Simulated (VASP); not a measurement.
Method: PBE GGA, VASP's PBE PAW potentials (set 64) (plane waves; VASP 6.6.1).

VASP ran on this input.

### POSCAR
```
KF
1
    0.0000000000     2.6986480000     2.6947740000
    2.7028090000     0.0000000000     2.6947740000
    2.7028090000     2.6986480000     0.0000000000
K F
1 1
Direct
  0.0000000000   0.0000000000   0.0000000000
  0.4961330000   0.5038670000   0.5038670000
```

### KPOINTS
```
Automatic
0
G
8 8 8
```

INCAR:
```
! general
SYSTEM=KF
PREC  =Accurate
ENCUT =425
LREAL =.False.   ! projection in real space or not
LASPH =.True.   ! aspherical one-centre terms

! electronic loop
EDIFF =1E-6   ! SCF stop (eV)
NELM  =100
ALGO  =Normal   ! blocked Davidson

! smearing
ISMEAR=0   ! Gaussian
SIGMA =0.05   ! width (eV)

! functional
GGA   =PE

! ions
ISIF  =2   ! forces and stress, cell fixed

! output
LWAVE =.False.
LCHARG=.False.
```

POTCAR, in this order: K_sv F (PBE.64 set). Program: vasp_std.

At this cut-off the stress carries a Pulay error, which pulls relaxed volumes low.

Q: Estimate the energy per atom (σ→0), pressure, band gap (on the k-mesh).

A: 
* **energy per atom (σ→0)**: -4.153 eV/atom
* **band gap (on the k-mesh)**: 6.02 eV
* **pressure**: -1.96 GPa

File OSZICAR:
```
...
DAV:   7    -0.830837191518E+01    0.29773E-01   -0.11770E-01  3120   0.295E+00    0.222E+00
DAV:   8    -0.830354598633E+01    0.48259E-02   -0.55456E-02  2480   0.270E+00    0.201E-01
DAV:   9    -0.830525939146E+01   -0.17134E-02   -0.65280E-03  3152   0.652E-01    0.122E-01
DAV:  10    -0.830580385480E+01   -0.54446E-03   -0.92255E-04  2528   0.299E-01    0.604E-02
DAV:  11    -0.830593443952E+01   -0.13058E-03   -0.35837E-04  2532   0.150E-01    0.194E-02
DAV:  12    -0.830592572333E+01    0.87162E-05   -0.59239E-05  2872   0.638E-02    0.685E-03
DAV:  13    -0.830592525177E+01    0.47156E-06   -0.43923E-06  2584   0.208E-02
   1 F= -.83059253E+01 E0= -.83059253E+01  d E =-.658863E-11
```

The compound is KF in the rock salt structure. The cell was not relaxed at this level, atoms are displaced from their ideal sites. The run is one of a series of settings (ENCUT = 425 against the base run), some of them coarse on purpose.
